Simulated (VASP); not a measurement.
An input for Ansatz (written as the equivalent of a VASP run, and not itself run):

Ansatz 0.2 input:
```yaml
crystal:
  lattice:
    - [5.6300905, 0.0000000, 0.0000000]
    - [-2.8150453, 4.8758013, 0.0000000]
    - [0.0000000, 0.0000000, 5.3605567]
  atoms:
    - { symbol: Mg, position: [0.6666670, 0.3333330, 0.5000000] }
    - { symbol: Mg, position: [0.3333330, 0.6666670, 0.5000000] }
    - { symbol: Sn, position: [0.6549103, 1.0000000, 0.0000000] }
    - { symbol: Sn, position: [0.3450897, 0.3450897, 0.0000000] }
    - { symbol: Sn, position: [1.0000000, 0.6549103, 1.0000000] }
    - { symbol: Sn, position: [1.0000000, 1.0000000, 0.5000000] }
kpoints:
  mp_grid: { grid: [7, 7, 7] }
hamiltonian:
  xc: pbesol
  pseudopotentials: { kind: paw }
scf:
  occupations: { method: tetrahedron }
  max_iter: 100
output: { forces: true, stress: true, eigenvalues: true }
```

Problem. Translate this input to VASP (INCAR, KPOINTS, POSCAR, choice of POTCAR).

Solution. This is not unique; one that fits is 
**KPOINTS**
```
kpoints
0
G
  7 7 7
```

### INCAR
```
# general
SYSTEM   =  MgSn2
PREC     =  Accurate
ENCUT    =  400   # plane-wave cut-off (eV)
LREAL    =  F
LASPH    =  T   # aspherical one-centre terms

# electronic loop
EDIFF    =  1E-7
NELM     =  100   # most electronic steps
ALGO     =  Normal   # blocked Davidson
LMAXMIX  =  4   # l cut-off of mixed one-centre charges

# smearing
ISMEAR   =  -5   # tetrahedra, Bloechl

# functional
GGA      =  PS   # PBEsol

# ions
ISIF     =  2

# output
LWAVE    =  F
LCHARG   =  T
LORBIT   =  11
NEDOS    =  601

# other
LEFG     =  T
```

**POSCAR**
```
MgSn2
1
    5.6300905006     0.0000000000    -0.0000000000
   -2.8150452503     4.8758012885     0.0000000000
    0.0000000000    -0.0000000000     5.3605567252
Mg Sn
2 4
Direct
  0.6666670000   0.3333330000   0.5000000000
  0.3333330000   0.6666670000   0.5000000000
  0.6549103387   1.0000000000   0.0000000000
  0.3450896613   0.3450896613   0.0000000000
  1.0000000000   0.6549103387   1.0000000000
  1.0000000000   1.0000000000   0.5000000000
```

POTCAR, in this order: Mg Sn_d (PBE.64 set). Program: vasp_std.

What does not carry over: each code has its own PAW files, so the cut-off isn't converted (ENCUT is set for VASP's; basis.ecutwfc is left out, and Ansatz then takes the one that its files recommend); Ansatz stops its SCF on the density residual and VASP on the energy change (EDIFF); the field gradients of LEFG aren't asked of the other code.

The structure comes from a computed database's MgSn2 entry (P-62m); how it stands against other phases isn't given here. It was relaxed first.
